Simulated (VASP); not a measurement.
Input for VASP

KPOINTS:
```
Automatic mesh
0
Gamma
9 9 9
0 0 0
```

INCAR:
```
! general
SYSTEM = NaCl
PREC   = Accurate
ENCUT  = 400   ! plane-wave cut-off (eV)
LREAL  = .FALSE.   ! projection in real space or not
LASPH  = .TRUE.   ! aspherical one-centre terms

! electronic loop
EDIFF  = 1E-7   ! SCF stop (eV)
NELM   = 100   ! most electronic steps
ALGO   = Normal   ! blocked Davidson

! smearing
ISMEAR = -5   ! tetrahedra, Bloechl

! functional
GGA    = PE   ! PBE

! ions
ISIF   = 2   ! forces and stress, cell fixed

! output
LWAVE  = .FALSE.
LCHARG = .TRUE.
LORBIT = 11   ! lm-projected
NEDOS  = 601
```

POSCAR:
```
NaCl
1
    0.0000000000     2.8394556795     2.8394556795
    2.8394556795     0.0000000000     2.8394556795
    2.8394556795     2.8394556795     0.0000000000
Na Cl
1 1
Direct
  0.0000000000   0.0000000000   0.0000000000
  0.5000000000   0.5000000000   0.5000000000
```

POTCAR, in this order: Na_pv Cl (PBE.64 set). Program: vasp_std.

Question: Translate this PBE calculation to Ansatz.

Answer: One equivalent input (not run):
Ansatz 0.2 input:
```yaml
crystal:
  lattice:
    - [0.0000000, 2.8394557, 2.8394557]
    - [2.8394557, 0.0000000, 2.8394557]
    - [2.8394557, 2.8394557, 0.0000000]
  atoms:
    - { symbol: Na, position: [0.0000000, 0.0000000, 0.0000000] }
    - { symbol: Cl, position: [0.5000000, 0.5000000, 0.5000000] }
kpoints:
  mp_grid: { grid: [9, 9, 9] }
hamiltonian:
  xc: pbe
  pseudopotentials: { kind: paw }
scf:
  occupations: { method: tetrahedron }
  max_iter: 100
output: { forces: true, stress: true, eigenvalues: true }
```
The two are equivalent in intent, not identical: each code has its own PAW files, so the cut-off isn't converted (ENCUT is set for VASP's; basis.ecutwfc is left out, and Ansatz then takes the one that its files recommend); Ansatz stops its SCF on the density residual and VASP on the energy change (EDIFF).

The compound is NaCl in the rock salt structure. It was relaxed first.
